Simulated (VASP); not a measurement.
Method: PBEsol GGA, VASP's PBE PAW potentials (set 64) (plane waves; VASP).

A VASP calculation is set up with these files.

INCAR:
```
LWAVE=F
ISIF=2   ! forces and stress, cell fixed
LMAXMIX=4   ! l cut-off of mixed one-centre charges
ALGO=Normal   ! blocked Davidson
ISMEAR=0
LASPH=T   ! aspherical one-centre terms
EDIFF=1E-7   ! SCF stop (eV)
SIGMA=0.05   ! width (eV)
ENCUT=520
GGA=PS
NELM=100   ! most electronic steps
LCHARG=F
PREC=Accurate
LREAL=F   ! projection in real space or not
SYSTEM=PbTe
```

**POSCAR**
```
PbTe
1
    0.0000000000     3.1879576653     3.1879576653
    3.1879576653     0.0000000000     3.1879576653
    3.1879576653     3.1879576653     0.0000000000
Te Pb
1 1
Direct
  0.5000000000   0.5000000000   0.5000000000
  0.0000000000   0.0000000000   0.0000000000
```

**KPOINTS**
```
Automatic mesh
0
gamma
 7 7 7
```

POTCAR, in this order: Te Pb_d (PBE.64 set). Program: vasp_std.

### Question
What will the output report for the number of irreducible k-points (NKPTS), largest plane-wave count, number of space-group operations, FFT grid (NGX, NGY, NGZ)?

### Answer

```json
{
 "number of irreducible k-points (NKPTS)": "20",
 "largest_plane_wave_count": "1807",
 "number_of_space_group_operations": "48",
 "FFT grid (NGX, NGY, NGZ)": "36 × 36 × 36"
}
```

The compound is PbTe in the rock salt structure. This cell is one point of a volume scan, at 0.97 of the reference volume.
